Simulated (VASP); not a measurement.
# Driving VASP from ASE on HfO2, part 2 of 3

Do ASE scripts that read HfO2 from different structure formats give one answer, and do several routes find one equilibrium volume? All runs use PBE. Left out of this account: at least 1 further run (fields: a reference on another mesh). The start is a computed cell from the Materials Project.

VASP 6.6.1; PBE; plane waves and PAW (Hf_pv, O).

So far. Step 2 (Total energy, forces and stress (PBE, through ASE)): The pressure is 6.53 GPa and the largest force 0.099 eV/Å, so the cell is not at a minimum at these settings. Step 3 (A single point (PBE, through ASE)): The energy lies +0.01 meV an atom from the first script, on another mesh.

## (4) Full relaxation (PBE, through ASE)

The start need not lie at this functional's minimum. ISIF = 3 frees volume, shape and positions, and EDIFFG sets the threshold on forces and stress at which the search stops.

Contents of run.py:

```python
import numpy as np
from ase.calculators.vasp import Vasp
from ase.io import read

atoms = read('HfO2.cif')

calc = Vasp(
    xc='pbe',
    pp='PBE',
    prec='Accurate',
    encut=520,
    ediff=1e-06,
    nelm=100,
    ismear=-1,
    sigma=0.05,
    lreal=False,
    algo='Normal',
    nbands=28,
    lasph=True,
    lorbit=11,
    lwave=False,
    lcharg=False,
    kpar=4,
    ibrion=2,
    nsw=60,
    isif=3,
    ediffg=-0.01,
    pp_version='64',
    setups={'Hf': '_pv', 'O': ''},
    kpts=(7, 7, 5),
    gamma=True,
    txt='vasp.out',
)
atoms.calc = calc

print("energy (eV):", round(atoms.get_potential_energy(), 6))
print("Fermi level (eV):", round(calc.get_fermi_level(), 4))
print("forces (eV/A):")
print(np.round(atoms.get_forces(), 4))
print("stress (GPa, Voigt, tension positive):", np.round(atoms.get_stress() * 160.21766, 3))
print("cell (A, degrees):", np.round(atoms.cell.cellpar(), 4))
print("volume (A^3):", round(atoms.get_volume(), 4))
print("positions:")
print(np.round(atoms.get_scaled_positions(), 5))
```

Contents of HfO2.cif:

```cif
data_HfO2
_cell_length_a 3.55801933
_cell_length_b 3.55801933
_cell_length_c 5.17186121
_cell_angle_alpha 90.00000000
_cell_angle_beta 90.00000000
_cell_angle_gamma 90.00000000
_space_group_name_H-M_alt 'P1'
_space_group_name_Hall 'P 1'
_space_group_IT_number 1
loop_
_space_group_symop_operation_xyz
'x,y,z'
loop_
_atom_site_label
_atom_site_type_symbol
_atom_site_symmetry_multiplicity
_atom_site_Wyckoff_symbol
_atom_site_fract_x
_atom_site_fract_y
_atom_site_fract_z
_atom_site_occupancy
Hf1 Hf 1 a 0.5000000000 0.5000000000 0.5000000000 1
Hf2 Hf 1 a 0.0000000000 0.0000000000 0.0000000000 1
O1 O 1 a 0.0000000000 0.5000000000 0.6972078800 1
O2 O 1 a 0.5000000000 0.0000000000 0.8027921200 1
O3 O 1 a 0.5000000000 0.0000000000 0.3027921200 1
O4 O 1 a 0.0000000000 0.5000000000 0.1972078800 1
```

PAW data sets: Hf_pv and O (PBE family, release 64).

On the command line:

```bash
$ export ASE_VASP_COMMAND="mpirun -np 4 vasp_std"
$ python run.py
```

The log of the run:

```text
energy (eV): -60.699872
Fermi level (eV): 4.4663
forces (eV/A):
[[ 0.     -0.     -0.    ]
 [-0.     -0.     -0.    ]
 [ 0.     -0.     -0.0029]
 [-0.     -0.      0.0029]
 [-0.      0.      0.0029]
 [ 0.     -0.     -0.0029]]
stress (GPa, Voigt, tension positive): [ 0.134  0.134  0.128 -0.    -0.    -0.   ]
cell (A, degrees): [ 3.5894  3.5894  5.2295 90.     90.     90.    ]
volume (A^3): 67.375
positions:
[[0.5     0.5     0.5    ]
 [0.      0.      0.     ]
 [0.      0.5     0.69486]
 [0.5     0.      0.80514]
 [0.5     0.      0.30514]
 [0.      0.5     0.19486]]
```

Wall time 66 s (4 MPI ranks of Intel Xeon Platinum 8488C (Sapphire Rapids), shared host); peak memory 0.83 GiB.

The INCAR that ASE wrote:

```
ENCUT = 520.000000
SIGMA = 0.050000
EDIFF = 1.00e-06
EDIFFG = -1.00e-02
ALGO = Normal
GGA = PE
PREC = Accurate
IBRION = 2
ISIF = 3
ISMEAR = -1
KPAR = 4
LORBIT = 11
NBANDS = 28
NELM = 100
NSW = 60
LASPH = .TRUE.
LCHARG = .FALSE.
LWAVE = .FALSE.
LREAL = .FALSE.
```

ASE turned this into the KPOINTS:

```
KPOINTS created by Atomic Simulation Environment
0
Gamma
7 7 5
0 0 0
```

vasp.out:

```text
[... set-up lines as in an earlier step ...]
 entering main loop
       N       E                     dE             d eps       ncg     rms          rms(c)
[... 14 cycles as in an earlier step ...]
   1 F= -.60665523E+02 E0= -.60665523E+02  d E =-.606655E+02
 curvature:   0.00 expect dE= 0.000E+00 dE for cont linesearch  0.000E+00
 trial: gam= 0.00000 g(F)=  0.190E-02 g(S)=  0.172E+00 ort = 0.000E+00 (trialstep = 0.100E+01)
 search vector abs. value=  0.174E+00
 bond charge predicted
       N       E                     dE             d eps       ncg     rms          rms(c)
DAV:   1    -0.614780993186E+02   -0.81258E+00   -0.22512E+01  1716   0.345E+01    0.169E+01
DAV:   2    -0.607608248142E+02    0.71727E+00   -0.36955E+00  1844   0.113E+01    0.398E+00
DAV:   3    -0.606464207342E+02    0.11440E+00   -0.16130E-01  1976   0.280E+00    0.223E+00
DAV:   4    -0.606188900704E+02    0.27531E-01   -0.92605E-02  2052   0.195E+00    0.185E+00
DAV:   5    -0.606192391531E+02   -0.34908E-03   -0.34264E-03  2108   0.344E-01    0.218E+00
DAV:   6    -0.606203894899E+02   -0.11503E-02   -0.46207E-03  1852   0.396E-01    0.226E+00
DAV:   7    -0.606191925279E+02    0.11970E-02   -0.16721E-03  1944   0.224E-01    0.193E+00
DAV:   8    -0.606191623477E+02    0.30180E-04   -0.46624E-05  2192   0.433E-02    0.183E+00
DAV:   9    -0.606190420496E+02    0.12030E-03   -0.50202E-05  1892   0.394E-02    0.169E+00
DAV:  10    -0.606189352050E+02    0.10684E-03   -0.54486E-05  1892   0.346E-02    0.153E+00
DAV:  11    -0.606188123222E+02    0.12288E-03   -0.11895E-04  1864   0.569E-02    0.107E+00
DAV:  12    -0.606187090324E+02    0.10329E-03   -0.20114E-04  1908   0.721E-02    0.553E-01
DAV:  13    -0.606186786306E+02    0.30402E-04   -0.73698E-05  2048   0.437E-02    0.239E-01
DAV:  14    -0.606186712157E+02    0.74149E-05   -0.20274E-05  1904   0.225E-02    0.780E-02
DAV:  15    -0.606186700346E+02    0.11811E-05   -0.36152E-06  1528   0.918E-03    0.143E-02
DAV:  16    -0.606186699222E+02    0.11243E-06   -0.20706E-07   972   0.266E-03
   2 F= -.60618670E+02 E0= -.60618670E+02  d E =0.468536E-01
[... from here on, the cycles between the ionic steps are left out ...]
   3 F= -.60698419E+02 E0= -.60698419E+02  d E =-.328959E-01
   4 F= -.60698417E+02 E0= -.60698417E+02  d E =-.328938E-01
   5 F= -.60698803E+02 E0= -.60698803E+02  d E =-.385486E-03
   6 F= -.60699496E+02 E0= -.60699496E+02  d E =-.107880E-02
   7 F= -.60698810E+02 E0= -.60698810E+02  d E =-.393148E-03
   8 F= -.60699586E+02 E0= -.60699586E+02  d E =-.116913E-02
   9 F= -.60699844E+02 E0= -.60699844E+02  d E =-.257794E-03
 trial-energy change:   -0.000258  1 .order   -0.000263   -0.000395   -0.000130
 step:   1.0785(harm=  1.0107)  dis= 0.00365  next Energy=   -60.699882 (dE=-0.295E-03)
 bond charge predicted
       N       E                     dE             d eps       ncg     rms          rms(c)
DAV:   1    -0.606998984213E+02   -0.53705E-04   -0.44923E-02  1680   0.137E+00    0.112E-01
DAV:   2    -0.606998946500E+02    0.37713E-05   -0.93107E-04  2032   0.184E-01    0.578E-02
DAV:   3    -0.606998794912E+02    0.15159E-04   -0.18479E-05  2076   0.302E-02    0.358E-02
DAV:   4    -0.606998722126E+02    0.72786E-05   -0.23920E-05  1960   0.348E-02    0.165E-02
DAV:   5    -0.606998718743E+02    0.33832E-06   -0.24508E-06  1572   0.109E-02
  10 F= -.60699872E+02 E0= -.60699872E+02  d E =-.285475E-03
 curvature:  -0.98 expect dE=-0.744E-04 dE for cont linesearch -0.143E-05
 trial: gam= 0.19194 g(F)=  0.167E-05 g(S)=  0.744E-04 ort =-0.415E-04 (trialstep = 0.758E+00)
 search vector abs. value=  0.104E-03
 reached required accuracy - stopping structural energy minimisation
```

Parts of OUTCAR (step 4):

```text
 Found     30 irreducible k-points:

   NELECT =      44.0000    total number of electrons

 E-fermi :   4.4663

 k-point     1 :       0.0000    0.0000    0.0000
  band No.  band energies     occupation
    ...
     18       1.9705      2.00000
     19       2.5406      2.00000
     20       3.1516      2.00000
     21       3.2143      2.00000
     22       3.2143      2.00000
     23       7.9687      0.00000
     24       7.9744      0.00000
     25       9.1819      0.00000
     26       9.3433      0.00000
     27       9.6753      0.00000
    ...

 k-point     2 :       0.1429    0.0000    0.0000
  band No.  band energies     occupation
    ...
     18       1.8097      2.00000
     19       2.5709      2.00000
     20       2.8475      2.00000
     21       3.0592      2.00000
     22       3.1924      2.00000
     23       8.1905      0.00000
     24       8.3071      0.00000
     25       9.1518      0.00000
     26       9.3390      0.00000
     27      10.0959      0.00000
    ...

  Total       -0.0563403     -0.0563403     -0.0539335      0.0000000      0.0000000      0.0000000
  in kB       -1.3397733     -1.3397733     -1.2825385      0.0000000      0.0000000      0.0000000
  external PRESSURE =      -1.3206950 kB  Pullay stress =       0.0000000 kB

  energy-cutoff  :      520.00
  volume of cell :       67.37
      direct lattice vectors                 reciprocal lattice vectors
     3.589375870  0.000000000  0.000000000     0.278599967  0.000000000  0.000000000
     0.000000000  3.589375870  0.000000000     0.000000000  0.278599967  0.000000000
    -0.000000000  0.000000000  5.229505693    -0.000000000  0.000000000  0.191222662

 POSITION                                       TOTAL-FORCE (eV/Angst)
 -----------------------------------------------------------------------------------
      1.79469      1.79469      2.61475         0.000000     -0.000000     -0.000000
      0.00000      0.00000      0.00000        -0.000000     -0.000000     -0.000000
     -0.00000      1.79469      3.63380         0.000000     -0.000000     -0.002942
      1.79469      0.00000      4.21046        -0.000000     -0.000000      0.002942
      1.79469      0.00000      1.59571        -0.000000      0.000000      0.002942
     -0.00000      1.79469      1.01904         0.000000     -0.000000     -0.002942
 -----------------------------------------------------------------------------------
    total drift:                                0.000000      0.000000      0.000000

  FREE ENERGIE OF THE ION-ELECTRON SYSTEM (eV)
  ---------------------------------------------------
  free  energy   TOTEN  =       -60.6998718743 eV

  energy  without entropy=      -60.6998718743  energy(sigma->0) =      -60.69987187

 reached required accuracy - stopping structural energy minimisation

 total charge
# of ion       s       p       d       tot
------------------------------------------
    1        0.308   6.576   1.442   8.326
    2        0.308   6.576   1.442   8.326
    3        1.563   3.546   0.000   5.109
    4        1.563   3.546   0.000   5.109
    5        1.563   3.546   0.000   5.109
    6        1.563   3.546   0.000   5.109
--------------------------------------------------
tot          6.869  27.334   2.883  37.086

[... 8 parts as in an earlier step ...]

[... 5 further parts left out ...]
```

The run keeps the 16 symmetry operations of its start, so it cannot find a distortion of lower symmetry.

Step by step:

| step | energy less that of the first step (eV) | largest force (eV/Å) | pressure (GPa) | volume (Å³) |
| --- | --- | --- | --- | --- |
| 1 | 0.0000 | 0.0992 | 6.53 | 65.47 |
| 2 | 0.0469 | 0.2506 | -9.01 | 69.78 |
| 3 | -0.0329 | 0.0467 | -0.11 | 67.12 |
| 4 | -0.0329 | 0.0438 | 0.12 | 67.08 |
| 5 | -0.0333 | 0.0398 | 0.11 | 67.12 |
| 6 | -0.0340 | 0.0271 | 0.09 | 67.22 |
| 7 | -0.0333 | 0.0019 | 0.08 | 67.43 |
| 8 | -0.0341 | 0.0205 | 0.08 | 67.27 |
| 9 | -0.0343 | 0.0093 | -0.05 | 67.34 |
| 10 | -0.0343 | 0.0029 | -0.13 | 67.37 |

| conventional cell, symmetrised | before | after | change |
| --- | --- | --- | --- |
| a (Å) | 3.558 | 3.589 | +0.9 % |
| b (Å) | 3.558 | 3.589 | +0.9 % |
| c (Å) | 5.172 | 5.230 | +1.1 % |
| volume (Å³/atom) | 10.91 | 11.23 | +2.9 % |

The atoms that moved most (Å, as changes of fractional coordinates times the final cell):

| atom | dx | dy | dz | length |
| --- | --- | --- | --- | --- |
| O3 | 0.000 | 0.000 | -0.012 | 0.012 |
| O4 | 0.000 | 0.000 | 0.012 | 0.012 |
| O5 | 0.000 | 0.000 | 0.012 | 0.012 |
| O6 | 0.000 | 0.000 | -0.012 | 0.012 |

The relaxed structure:

```cif
data_structure
_symmetry_space_group_name_H-M 'P 1'
_symmetry_Int_Tables_number 1
_cell_length_a 3.5894
_cell_length_b 3.5894
_cell_length_c 5.2295
_cell_angle_alpha 90.000
_cell_angle_beta 90.000
_cell_angle_gamma 90.000
_cell_volume 67.37
loop_
_atom_site_label
_atom_site_type_symbol
_atom_site_fract_x
_atom_site_fract_y
_atom_site_fract_z
_atom_site_occupancy
Hf1 Hf 0.50000 0.50000 0.50000 1
Hf2 Hf 0.00000 0.00000 0.00000 1
O3 O 0.00000 0.50000 0.69486 1
O4 O 0.50000 0.00000 0.80514 1
O5 O 0.50000 0.00000 0.30514 1
O6 O 0.00000 0.50000 0.19486 1
```

Numbers from this step:

```
free energy (TOTEN)             : -60.6999 eV
Fermi energy                    : 4.466 eV
pressure                        : -0.1321 GPa
SCF cycles over all ionic steps : 80
gap on the k-mesh               : 4.688 eV
least direct gap on the k-mesh  : 4.754 eV
```

It ends with a largest force of 0.003 eV/Å and a pressure of -0.13 GPa.

## (5) Energy against volume, from ASE (PBE)

An ASE loop scales the volume at fixed shape and fractional positions and fits the energies, which gives the bulk modulus of a clamped cell from energies alone.

Contents of run.py:

```python
import numpy as np
from ase.calculators.vasp import Vasp
from ase.io import read
from ase.eos import EquationOfState
from ase.units import GPa

atoms = read('structure.vasp')

calc = Vasp(
    xc='pbe',
    pp='PBE',
    prec='Accurate',
    encut=520,
    ediff=1e-06,
    nelm=100,
    ismear=-1,
    sigma=0.05,
    lreal=False,
    algo='Normal',
    nbands=28,
    lasph=True,
    lorbit=11,
    lwave=False,
    lcharg=False,
    kpar=4,
    isif=2,
    pp_version='64',
    setups={'Hf': '_pv', 'O': ''},
    kpts=(7, 7, 5),
    gamma=True,
    txt='vasp.out',
)
atoms.calc = calc

cell, volumes, energies = atoms.get_cell(), [], []
for x in [0.94, 0.96, 0.98, 1.0, 1.02, 1.04, 1.06]:
    atoms.set_cell(cell * x ** (1 / 3), scale_atoms=True)
    volumes.append(atoms.get_volume())
    energies.append(atoms.get_potential_energy())
    print(f"{x:.2f}  V = {volumes[-1]:.4f} A^3  E = {energies[-1]:.6f} eV")
v0, e0, b0 = EquationOfState(volumes, energies, eos="birchmurnaghan").fit()
print(f"V0 = {v0:.4f} A^3  E0 = {e0:.6f} eV  B0 = {b0 / GPa:.2f} GPa")
```

Contents of structure.vasp:

```
HfO2
1.0
    3.5580193300      0.0000000000      0.0000000000
    0.0000000000      3.5580193300      0.0000000000
    0.0000000000      0.0000000000      5.1718612100
Hf O
2 4
Direct
    0.5000000000      0.5000000000      0.5000000000
    0.0000000000      0.0000000000      0.0000000000
    0.0000000000      0.5000000000      0.6972078800
    0.5000000000      0.0000000000      0.8027921200
    0.5000000000      0.0000000000      0.3027921200
    0.0000000000      0.5000000000      0.1972078800
```

The log of the run:

```text
0.94  V = 61.5448 A^3  E = -60.277104 eV
0.96  V = 62.8543 A^3  E = -60.459508 eV
0.98  V = 64.1637 A^3  E = -60.587146 eV
1.00  V = 65.4732 A^3  E = -60.665523 eV
1.02  V = 66.7826 A^3  E = -60.699247 eV
1.04  V = 68.0921 A^3  E = -60.692871 eV
1.06  V = 69.4016 A^3  E = -60.650107 eV
V0 = 67.2135 A^3  E0 = -60.701405 eV  B0 = 243.99 GPa
```

Wall time 83 s (4 MPI ranks); peak memory 0.77 GiB; 5.1 min of CPU time.

The INCAR that ASE wrote:

```
ENCUT = 520.000000
SIGMA = 0.050000
EDIFF = 1.00e-06
ALGO = Normal
GGA = PE
PREC = Accurate
ISIF = 2
ISMEAR = -1
KPAR = 4
LORBIT = 11
NBANDS = 28
NELM = 100
LASPH = .TRUE.
LCHARG = .FALSE.
LWAVE = .FALSE.
LREAL = .FALSE.
```

ASE turned this into the KPOINTS:

```
KPOINTS created by Atomic Simulation Environment
0
Gamma
7 7 5
0 0 0
```

VASP's own log, vasp.out (the last of its runs):

```text
[banner, memory and clock lines left out]
running    4 mpi-ranks, on    1 nodes
 distrk:  each k-point on    1 cores,    4 groups
 distr:  one band on    1 cores,    1 groups

 POSCAR found type information on POSCAR HfO
 POSCAR found :  2 types and       6 ions
 LDA part: xc-table for (Slater+PW92), standard interpolation
 POSCAR, INCAR and KPOINTS ok, starting setup
 FFT: planning ... GRIDC
 FFT: planning ... GRID_SOFT
 FFT: planning ... GRID
 WAVECAR not read
 WARNING: random wavefunctions but no delay for mixing, default for NELMDL
 entering main loop
       N       E                     dE             d eps       ncg     rms          rms(c)
DAV:   1     0.257163617364E+03    0.25716E+03   -0.25269E+04  1680   0.156E+03
DAV:   2    -0.581526235365E+02   -0.31532E+03   -0.30749E+03  2132   0.380E+02
DAV:   3    -0.718379507101E+02   -0.13685E+02   -0.13647E+02  2048   0.740E+01
DAV:   4    -0.719687184114E+02   -0.13077E+00   -0.13066E+00  2224   0.804E+00
DAV:   5    -0.719699232999E+02   -0.12049E-02   -0.12047E-02  2100   0.715E-01    0.661E+01
DAV:   6    -0.608803297738E+02    0.11090E+02   -0.61902E+01  1912   0.417E+01    0.573E+01
DAV:   7    -0.606994032300E+02    0.18093E+00   -0.26002E+00  2028   0.108E+01    0.370E+01
DAV:   8    -0.606752723635E+02    0.24131E-01   -0.40943E-01  2032   0.500E+00    0.850E+00
DAV:   9    -0.606505036551E+02    0.24769E-01   -0.10739E-01  1896   0.218E+00    0.251E+00
DAV:  10    -0.606499844079E+02    0.51925E-03   -0.77380E-03  2172   0.582E-01    0.481E-02
DAV:  11    -0.606500728232E+02   -0.88415E-04   -0.46633E-04  2088   0.143E-01    0.180E-01
DAV:  12    -0.606501044601E+02   -0.31637E-04   -0.66289E-05  2132   0.480E-02    0.134E-01
DAV:  13    -0.606501066525E+02   -0.21924E-05   -0.46105E-06  1960   0.142E-02    0.141E-02
DAV:  14    -0.606501072673E+02   -0.61477E-06   -0.48560E-07  1184   0.462E-03
   1 F= -.60650107E+02 E0= -.60650107E+02  d E =-.207188E-10
```

From OUTCAR (step 5):

```text
   ENCUT  =  520.0 eV  38.22 Ry    6.18 a.u.   6.75  6.75  9.80*2*pi/ulx,y,z

   NELECT =      44.0000    total number of electrons

 E-fermi :   4.2278

 k-point     1 :       0.0000    0.0000    0.0000
  band No.  band energies     occupation
    ...
     18       1.7970      2.00000
     19       2.4358      2.00000
     20       2.9434      2.00000
     21       3.0226      2.00000
     22       3.0226      2.00000
     23       7.6115      0.00000
     24       7.6378      0.00000
     25       8.7240      0.00000
     26       8.9459      0.00000
     27       9.1819      0.00000
    ...

  Total       -3.4145913     -3.4145913     -2.9460663      0.0000000      0.0000000      0.0000000
  in kB      -78.8279041    -78.8279041    -68.0117218      0.0000000      0.0000000      0.0000000
  external PRESSURE =     -75.2225100 kB  Pullay stress =       0.0000000 kB

 POSITION                                       TOTAL-FORCE (eV/Angst)
 -----------------------------------------------------------------------------------
      1.81390      1.81390      2.63665        -0.000000      0.000000      0.000000
      0.00000      0.00000      0.00000         0.000000      0.000000      0.000000
      0.00000      1.81390      3.67658        -0.000000      0.000000     -0.213844
      1.81390      0.00000      4.23336         0.000000      0.000000      0.213844
      1.81390      0.00000      1.59671        -0.000000      0.000000      0.213844
      0.00000      1.81390      1.03994         0.000000      0.000000     -0.213844
 -----------------------------------------------------------------------------------
    total drift:                                0.000000      0.000000      0.000000

  FREE ENERGIE OF THE ION-ELECTRON SYSTEM (eV)
  ---------------------------------------------------
  free  energy   TOTEN  =       -60.6501072673 eV

  energy  without entropy=      -60.6501072673  energy(sigma->0) =      -60.65010727

[... 5 parts as in an earlier step ...]

[... 11 further parts left out ...]
```

This step gave:

```yaml
bulk_modulus: 244.0 GPa
equilibrium_volume_of_the_fit: 11.20 Å³/atom
```

The fit over cells of fixed shape and fractional positions puts the volume -0.24 % from the relaxed one.

(Part 2 of 3 ends here.)

[Lines on the potential files, build, host, timing and source positions are cut from VASP's logs without a mark.]

[Logs are printed without paths, hosts, clocks, repeated set-up lines and the standing remarks that a program may print on its own settings, such as how far it seeks lower states.]

[Hosts, paths, dates, database ids (printed as entryN), source tags and the programs' standing remarks are cut or masked in the printed files.]

[A measured line is paired with the nearest computed mode of its activity, which favours agreement.]

[In band tables of VASP the shares of atoms and orbitals are scaled to a sum of 1 inside the atoms' spheres.]
